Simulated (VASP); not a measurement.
# CsPbCl3: transverse stress against strain

CsPbCl3 (cubic perovskite, Pm-3m, 35.510 Å³/atom and stress up to 0.06 GPa in the relaxed cell, cube axes along x, y and z) under an equal strain ε along x and y, with z held. PBEsol in VASP (plane waves, PAW), 480 eV, 6×6×6 Γ-centred mesh, Gaussian smearing 0.05 eV; ions are relaxed, or left where forces stay under 0.02 eV/Å, within the symmetry of each cell. Stress is positive for a compressed cell.

Here s stands for strain and y for stress zz.

| strain (%) | stress zz (GPa) |
|---|---|
| -1.50 | 0.19 |
| -1.00 | 0.10 |
| -0.50 | 0.02 |
| 0.00 | -0.06 |
| 0.50 | -0.14 |
| 1.00 | -0.22 |
| 1.50 | -0.29 |
| 3.00 | ? |

### Question
Using a straight line, estimate the missing y at s = 3.00 from the other rows, showing the fit.

### Answer
Means: s 0, y -0.057. About the means, the sum of products is -1.1200 and the sum of squares of s is 7.0000; the slope is their ratio. Least squares gives y = -0.057 - 0.1600·s. Residuals (row less fit): 0.007, -0.003, -0.003, -0.003, -0.003, -0.003, 0.007; standard error 0.005 (degrees of freedom: 5). The slope gives the elastic constant 2C12 = 16.0 ± 0.2 GPa (± standard error of the fit, which holds the terms cut off). At the withheld row, y = -0.057 - 0.1600 × 3.0 = -0.537 GPa. The calculation gives -0.49 GPa, 0.047 GPa above the prediction (6.9 % of the range of y in the table). The row lies outside the fitted rows, so this is an extrapolation. The scatter of the fitted rows lies at the last printed digit.

A polynomial of degree 2 through the 12 other runs of the series gives -0.49 there, so most of the miss is curvature that the fit leaves out. The primitive cell can neither tilt nor turn polar against its symmetry, as such crystals can under strain. Spin-orbit coupling is left out, which can shift these values for the heavy elements here. CsPbCl3 is here the ideal cubic form; the compound distorts at low or room temperature. Rows are the converged runs of the series near zero and its far end, less any whose ions stayed unrelaxed beside relaxed ones; series whose fitted rows scatter by over a few per cent of the range, as at a crossing or softening among them, aren't shown in this form. Most that stay on the fit to the last digits aren't either.
